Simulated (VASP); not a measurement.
# Sc3As (P6_3/mmc) in VASP: reference runs

Aim: a first look at Sc3As with PBE, on the cell as given.

All numbers are computed with VASP 6.6.1; they aren't measurements. Logs are shortened: lines on timing, memory, paths and dates and some standing lists are left out, and cuts for length are marked.

## Step 1: The structure

The structure is hexagonal, space group P6_3/mmc (No. 194). The conventional cell has a = 6.146 Å, b = 6.146 Å, c = 4.924 Å, α = 90.00°, β = 90.00°, γ = 120.00°. As (site symmetry -6m2) has 12 Sc at 3.01 to 3.07 Å as nearest neighbours. Around Sc (site symmetry mm2) lie 8 Sc at 2.99 to 3.16 Å and 4 As at 3.01 to 3.07 Å.

The cell comes from a database or a generator and needn't be the stable form of this composition.

## Step 2: Single point, PBE

Input file INCAR:

```
PREC     = Accurate       # precision mode
ENCUT    = 520            # plane-wave cutoff, eV
EDIFF    = 1E-7           # SCF threshold, eV
ISMEAR   = -1             # smearing method
SIGMA    = 0.05           # smearing width, eV
LREAL    = False          # projectors in reciprocal space
LASPH    = True           # aspherical terms in the spheres
NELM     = 100            # most SCF steps
ALGO     = Normal         # electronic algorithm
ISIF     = 2              # what is computed and relaxed
LWAVE    = False          # write WAVECAR
LCHARG   = False          # write CHGCAR
GGA      = PE             # functional
NBANDS   = 48             # bands
```

Input file KPOINTS:

```
Automatic mesh
0
Gamma
  5 5 6
```

Input file POSCAR:

```
Sc3As
1.0
    6.1464280907      0.0000000000      0.0000000000
   -3.0732140454      5.3229628691      0.0000000000
    0.0000000000      0.0000000000      4.9241770000
As Sc
2 6
Direct
    0.3333333333      0.6666666667      0.7500000000
    0.6666666667      0.3333333333      0.2500000000
    0.1711570050      0.3423140100      0.2500000000
    0.1711570050      0.8288429950      0.2500000000
    0.6576859900      0.8288429950      0.2500000000
    0.8288429950      0.6576859900      0.7500000000
    0.8288429950      0.1711570050      0.7500000000
    0.3423140100      0.1711570050      0.7500000000
```

Potentials or basis: VASP PAW PBE potentials, release 64 (As, Sc_sv).

Command:

```
> cat potpaw_PBE.64/As/POTCAR potpaw_PBE.64/Sc_sv/POTCAR > POTCAR
> mpirun -np 1 vasp_std > vasp.out
```

OUTCAR:

```text
PREC = Accurate
   ENCUT = 520
   EDIFF = 1E-7
   ISMEAR = -1
   LREAL = False
   LASPH = True
   NELM = 100
   ISIF = 2
   GGA = PE

 ion  position               nearest neighbor table
   1  0.333  0.667  0.750-   4 3.01   4 3.01   5 3.01   5 3.01   3 3.01   3 3.01   6 3.07   8 3.07
                             7 3.07   7 3.07   6 3.07   8 3.07
   2  0.667  0.333  0.250-   7 3.01   7 3.01   8 3.01   8 3.01   6 3.01   6 3.01   3 3.07   5 3.07
                             4 3.07   4 3.07   3 3.07   5 3.07
   3  0.171  0.342  0.250-   5 2.99   4 2.99   1 3.01   1 3.01   7 3.06   7 3.06   8 3.06   8 3.06
                             2 3.07   2 3.07   5 3.16   4 3.16
   4  0.171  0.829  0.250-   5 2.99   3 2.99   1 3.01   1 3.01   6 3.06   6 3.06   8 3.06   8 3.06
                             2 3.07   2 3.07   5 3.16   3 3.16
   5  0.658  0.829  0.250-   3 2.99   4 2.99   1 3.01   1 3.01   7 3.06   7 3.06   6 3.06   6 3.06
                             2 3.07   2 3.07   3 3.16   4 3.16
   6  0.829  0.658  0.750-   8 2.99   7 2.99   2 3.01   2 3.01   4 3.06   4 3.06   5 3.06   5 3.06
                             1 3.07   1 3.07   8 3.16   7 3.16
   7  0.829  0.171  0.750-   8 2.99   6 2.99   2 3.01   2 3.01   3 3.06   3 3.06   5 3.06   5 3.06
                             1 3.07   1 3.07   8 3.16   6 3.16
   8  0.342  0.171  0.750-   6 2.99   7 2.99   2 3.01   2 3.01   4 3.06   4 3.06   3 3.06   3 3.06
                             1 3.07   1 3.07   6 3.16   7 3.16

  LATTYP: Found a hexagonal cell.
 ALAT       =     6.1464280907
 C/A-ratio  =     0.8011444903

  Lattice vectors:

 A1 = (   6.1464280907,   0.0000000000,   0.0000000000)
 A2 = (  -3.0732140454,   5.3229628691,   0.0000000000)
 A3 = (   0.0000000000,   0.0000000000,   4.9241770000)

Analysis of symmetry for initial positions (statically):
=====================================================================
 Subroutine PRICEL returns:
 Original cell was already a primitive cell.

 Routine SETGRP: Setting up the symmetry group for a
 hexagonal supercell.

 Subroutine GETGRP returns: Found 24 space group operations
 (whereof 12 operations were pure point group operations)
 out of a pool of 24 trial point group operations.

The static configuration has the point symmetry D_3d.
 The point group associated with its full space group is D_6h.

Analysis of symmetry for dynamics (positions and initial velocities):
=====================================================================
 Subroutine PRICEL returns:
 Original cell was already a primitive cell.

 Routine SETGRP: Setting up the symmetry group for a
 hexagonal supercell.

 Subroutine GETGRP returns: Found 24 space group operations
 (whereof 12 operations were pure point group operations)
 out of a pool of 24 trial point group operations.

The dynamic configuration has the point symmetry D_3d.
 The point group associated with its full space group is D_6h.

 Subroutine INISYM returns: Found 24 space group operations
 (whereof 12 operations are pure point group operations),
 and found     1 'primitive' translations

----------------------------------------------------------------------------------------

                                     Primitive cell

  volume of cell :     161.1053

  direct lattice vectors                    reciprocal lattice vectors
     6.146428091  0.000000000  0.000000000     0.162696120  0.093932648  0.000000000
    -3.073214045  5.322962869  0.000000000     0.000000000  0.187865297  0.000000000
     0.000000000  0.000000000  4.924177000     0.000000000  0.000000000  0.203079621

  length of vectors
     6.146428091  6.146428091  4.924177000     0.187865297  0.187865297  0.203079621

  position of ions in fractional coordinates (direct lattice)
     0.333333333  0.666666667  0.750000000
     0.666666667  0.333333333  0.250000000
     0.171157005  0.342314010  0.250000000
     0.171157005  0.828842995  0.250000000
     0.657685990  0.828842995  0.250000000
     0.828842995  0.657685990  0.750000000
     0.828842995  0.171157005  0.750000000
     0.342314010  0.171157005  0.750000000

  ion indices of the primitive-cell ions
   primitive index   ion index
                 1           1
                 2           2
                 3           3
                 4           4
                 5           5
                 6           6
                 7           7
                 8           8

----------------------------------------------------------------------------------------

 KPOINTS: Automatic mesh

Automatic generation of k-mesh.
 Grid dimensions read from file:
 generate k-points for:    5    5    6

 Generating k-lattice:

  Cartesian coordinates                     Fractional coordinates (reciprocal lattice)
     0.032539224  0.018786530  0.000000000     0.200000000  0.000000000  0.000000000
     0.000000000  0.037573059  0.000000000     0.000000000  0.200000000  0.000000000
     0.000000000  0.000000000  0.033846604     0.000000000  0.000000000  0.166666667

  Length of vectors
     0.037573059  0.037573059  0.033846604

  Shift w.r.t. Gamma in fractional coordinates (k-lattice)
     0.000000000  0.000000000  0.000000000

 Subroutine IBZKPT returns following result:
 ===========================================

 Found     20 irreducible k-points:

 Following reciprocal coordinates:
            Coordinates               Weight
  0.000000  0.000000  0.000000      1.000000
  0.200000  0.000000  0.000000      6.000000
  0.400000 -0.000000  0.000000      6.000000
  0.200000  0.200000  0.000000      6.000000
  0.400000  0.200000  0.000000      6.000000
  0.000000  0.000000  0.166667      2.000000
[... 12 lines left out ...]
  0.200000  0.200000  0.500000      6.000000
  0.400000  0.200000  0.500000      6.000000
   k-points           NKPTS =     20   k-points in BZ     NKDIM =     20   number of bands    NBANDS=     48
   number of dos      NEDOS =    301   number of ions     NIONS =      8
   total plane-waves  NPLWV =  92160
   dimension x,y,z NGX =    48 NGY =   48 NGZ =   40
   dimension x,y,z NGXF=    96 NGYF=   96 NGZF=   80
   ions per type =               2   6
   NGX,Y,Z   is equivalent  to a cutoff of  12.98, 12.98, 13.50 a.u.
   NGXF,Y,Z  is equivalent  to a cutoff of  25.97, 25.97, 27.01 a.u.
 SYSTEM =  unknown system
   PREC   = accura    normal or accurate (medium, high low for compatibility)
   ISTART =      0    job   : 0-new  1-cont  2-samecut
   ICHARG =      2    charge: 1-file 2-atom 10-const
   ISPIN  =      1    spin polarized calculation?
   LNONCOLLINEAR =      F non collinear calculations
   LSORBIT =      F    spin-orbit coupling
   LASPH  =      T    aspherical Exc in radial PAW
   ENCUT  =  520.0 eV  38.22 Ry    6.18 a.u.  11.43 11.43  9.16*2*pi/ulx,y,z
   NELM   =    100;   NELMIN=  2; NELMDL= -5     # of ELM steps
   EDIFF  = 0.1E-06   stopping-criterion for ELM
   LREAL  =      F    real-space projection
   EDIFFG = 0.1E-05   stopping-criterion for IOM
   NSW    =      0    number of steps for IOM
   IBRION =     -1    ionic relax: 0-MD 1-quasi-New 2-CG
   NFREE  =      0    steps in history (QN), initial steepest desc. (CG)
   ISIF   =      2    stress and relaxation
   ISYM   =      2    0-nonsym 1-usesym 2-fastsym
   POTIM  = 0.5000    time-step for ionic-motion
   TEBEG  =    0.0;   TEEND  =   0.0 temperature during run
   PSTRESS=    0.0 pullay stress
   NELECT =      76.0000    total number of electrons
   NUPDOWN=      -1.0000    fix difference up-down
   EMIN   =  10.00;   EMAX   =-10.00  energy-range for DOS
   EFERMI =   0.00;   METHOD = LEGACY
   ISMEAR =    -1;   SIGMA  =   0.05  broadening in eV -4-tet -1-fermi 0-gaus
   EFERMI_NEDOS =   21; number of points for ismear=-14 and -15
   IALGO  =     38    algorithm
   IMIX   =      4    mixing-type and parameters
     AMIX     =   0.40;   BMIX     =  1.00
     AMIX_MAG =   1.60;   BMIX_MAG =  1.00
  volume/ion in A,a.u.               =      20.14       135.90
  Fermi-wavevector in a.u.,A,eV,Ry     =   1.274411  2.408287 22.097529  1.624123
  Thomas-Fermi vector in A             =   2.407180
   LORBIT       =      0    0 simple, 1 ext, 2 COOP (PROOUT), +10 PAW based schemes
   GGA     = PE    functional components
   LHFCALC =     F    Hartree Fock is set to
   AEXX    =    0.0000 exact exchange contribution
   IVDW    =     0    specifies the selected vdW correction
   LEPSILON=     F    determine dielectric tensor
   LRPA    =     F    only Hartree local field effects (RPA)
 non-spin polarized calculation
  energy-cutoff  :      520.00
  volume of cell :      161.11
 maximum number of plane-waves:      4375
 NGX is ok and might be reduce to    48
   NGX = 23   NGY = 23   NGZ = 19

 number of electron      75.9999993 magnetization

 Free energy of the ion-electron system (eV)
  ---------------------------------------------------
  ext. energy  EPLUGINS =         0.00000000
  ---------------------------------------------------
  free energy    TOTEN  =       -50.77344803 eV

  energy without entropy =      -50.66965277  energy(sigma->0) =      -50.72155040

 E-fermi :   5.5594     XC(G=0): -10.6315

 val. band max:        5.5418764983   @ k =   0.4000  -0.0000   0.1667
 cond. band min:       5.5612468082   @ k =   0.2000   0.2000   0.3333
 fundamental gap:      0.0193703099
 Fermi energy:         5.5594437760

 k-point     1 :       0.0000    0.0000    0.0000
  band No.  band energies     occupation
      1     -43.8142      2.00000
      2     -43.7261      2.00000
      3     -43.7249      2.00000
      4     -43.7249      2.00000
      5     -43.6828      2.00000
      6     -43.6828      2.00000
[... 40 lines left out ...]
     47       7.4530      0.00000
     48       7.7677      0.00000

 k-point     2 :       0.2000    0.0000    0.0000
  band No.  band energies     occupation
      1     -43.8066      2.00000
      2     -43.7351      2.00000
      3     -43.7251      2.00000
      4     -43.7232      2.00000
      5     -43.6831      2.00000
      6     -43.6826      2.00000
[... 910 lines left out ...]
 k-point    20 :       0.4000    0.2000    0.5000
  band No.  band energies     occupation
      1     -43.7496      2.00000
      2     -43.7496      2.00000
      3     -43.7247      2.00000
      4     -43.7247      2.00000
      5     -43.7039      2.00000
      6     -43.7039      2.00000
[... 40 lines left out ...]
     47       7.3653      0.00000
     48       7.3653      0.00000

------------------------ aborting loop because EDIFF is reached ----------------------------------------

  FORCE on cell =-STRESS in cart. coord.  units (eV):
  Direction    XX          YY          ZZ          XY          YZ          ZX
  --------------------------------------------------------------------------------------
  -------------------------------------------------------------------------------------
  Total        0.7764380      0.7764380     -0.7088681     -0.0000000     -0.0000000      0.0000000
  in kB        7.7216029      7.7216029     -7.0496268     -0.0000000     -0.0000000      0.0000000
  external PRESSURE =       2.7978597 kB  Pullay stress =       0.0000000 kB

 VOLUME and BASIS-vectors are now :
 -----------------------------------------------------------------------------
  energy-cutoff  :      520.00
  volume of cell :      161.11
      direct lattice vectors                 reciprocal lattice vectors
     6.146428091  0.000000000  0.000000000     0.162696120  0.093932648  0.000000000
    -3.073214045  5.322962869  0.000000000     0.000000000  0.187865297  0.000000000
     0.000000000  0.000000000  4.924177000     0.000000000  0.000000000  0.203079621

 POSITION                                       TOTAL-FORCE (eV/Angst)
 -----------------------------------------------------------------------------------
     -0.00000      3.54864      3.69313        -0.000000     -0.000000      0.000000
      3.07321      1.77432      1.23104        -0.000000     -0.000000      0.000000
     -0.00000      1.82212      1.23104         0.000000     -0.006187      0.000000
     -1.49521      4.41190      1.23104        -0.005358      0.003094      0.000000
      1.49521      4.41190      1.23104         0.005358      0.003094     -0.000000
      3.07321      3.50084      3.69313        -0.000000      0.006187     -0.000000
      4.56842      0.91106      3.69313         0.005358     -0.003094      0.000000
      1.57801      0.91106      3.69313        -0.005358     -0.003094      0.000000
 -----------------------------------------------------------------------------------
    total drift:                                0.000000     -0.000000      0.000000

  FREE ENERGIE OF THE ION-ELECTRON SYSTEM (eV)
  ---------------------------------------------------
  free  energy   TOTEN  =       -50.7734480265 eV

  energy  without entropy=      -50.6696527737  energy(sigma->0) =      -50.72155040
```

It took 3.8 min on 1 thread of Intel Xeon Platinum 8259CL at 2.50GHz (Skylake/Cascade Lake), shared host; peak memory 0.35 GiB.

Results:

```yaml
Free_energy: -50.7734 eV
Pressure: 0.3 GPa
Largest_force: 0.006 eV/Å
Band_gap_on_the_k_mesh: none (metal or under the smearing width)
```

Forces in eV/Å, atoms in the order of the input:
```
As   0.000  0.000  0.000
As   0.000  0.000  0.000
Sc   0.000 -0.006  0.000
Sc  -0.005  0.003  0.000
Sc   0.005  0.003  0.000
Sc   0.000  0.006  0.000
Sc   0.005 -0.003  0.000
Sc  -0.005 -0.003  0.000
```

Stress tensor (GPa, compression positive):
```
 0.77  0.00  0.00
 0.00  0.77  0.00
 0.00  0.00 -0.70
```
